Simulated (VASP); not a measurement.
Given:

```
CELL_PARAMETERS angstrom
      0.00000     3.22064     3.22064
      3.22064     0.00000     3.22064
      3.22064     3.22064     0.00000
ATOMIC_POSITIONS crystal
  Te 0.50000 0.50000 0.50000
  Pb 0.00000 0.00000 0.00000
```

Computed with PBEsol GGA, VASP's PBE PAW potentials (set 64) (plane waves; VASP 6.6.1). Numerical set-up: 400 eV cut-off, 16×16×16 Γ-centred mesh, Gaussian smearing of 0.010 eV, potentials Te Pb_d.

Problem. The job: PbTe (rock salt), 2 atoms, PBEsol, optics run with many empty bands, 400 eV, 16×16×16 Γ-centred mesh. Roughly how much core time does it take on a busy server core?

Solution. About 2 core-minutes (one run on a shared machine, a rough figure). It had 145 irreducible k-points, 42 bands, up to 1243 plane waves and 12 electronic steps.

The compound is PbTe in the rock salt structure. It was relaxed first.
